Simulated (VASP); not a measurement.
Set up this calculation in VASP 6.6.1, as the native input.

| Quantity | Value |
| --- | --- |
| Task | relaxation of cell and atoms |
| Functional | PBE |
| Potentials or basis | VASP PAW PBE potentials, release 64 (Pd, C) |
| Cutoff | 600 eV |
| k mesh | 20 × 20 × 20 |
| Occupations | gaussian, width 0.1 eV |
| Spin | no spin polarisation |
| Dipole correction | no |
| Further INCAR settings | ALGO = Normal; EDIFF = 1e-06; IBRION = 2; EDIFFG = -0.01; NSW = 100; ISIF = 3 |

The structure of PdC lies in POSCAR:

```
PdC
1.0
    2.7695109996      0.0000000000      0.0000000000
    0.0000000000      2.7695109996      0.0000000000
    0.0000000000      0.0000000000      2.7695109996
Pd C
1 1
Direct
    0.0000000000      0.0000000000      0.0000000000
    0.5000000000      0.5000000000      0.5000000000
```

The cell was built by a generator and needn't be a form met in nature.

The cell isn't the ideal one: random cell by space group and Wyckoff sites (Pm-3m, No. 221).

The input as run:

INCAR

```
SYSTEM = PdC
PREC = Accurate
ENCUT = 600
EDIFF = 1E-6
ISMEAR = 0
SIGMA = 0.1
LREAL = .False.
LASPH = .True.
NELM = 80
ALGO = Normal
ISIF = 3
LWAVE = .False.
LCHARG = .False.
GGA = PE
IBRION = 2
NSW = 100
EDIFFG = -0.01
```

KPOINTS

```
regular mesh
0
Gamma
  20 20 20
  0 0 0
```

Potentials or basis: VASP PAW PBE potentials, release 64 (Pd, C).

Command:

```bash
$ cat potpaw_PBE.64/Pd/POTCAR potpaw_PBE.64/C/POTCAR > POTCAR
$ mpirun -np 1 vasp_std > vasp.out
```

Results of the run:

| Quantity | Value |
| --- | --- |
| Relaxed volume | 10.63 Å³/atom |
| Relaxed cell | a = 2.771 Å, b = 2.771 Å, c = 2.771 Å, α = 90.00°, β = 90.00°, γ = 90.00° |
| Space group after relaxing (to 0.05 Å) | Pm-3m (No. 221) |
| Energy gained by relaxing | 0.0 meV/atom |
| Ionic steps | 3 |
| Pressure after relaxing | 0.0 GPa |
| Band gap on the k mesh | none (metal or under the smearing width) |

Run time: 68 s on 1 thread of Intel(R) Xeon(R) Platinum 8375C CPU @ 2.90GHz (Ice Lake) (shared host), peak memory 0.22 GiB.
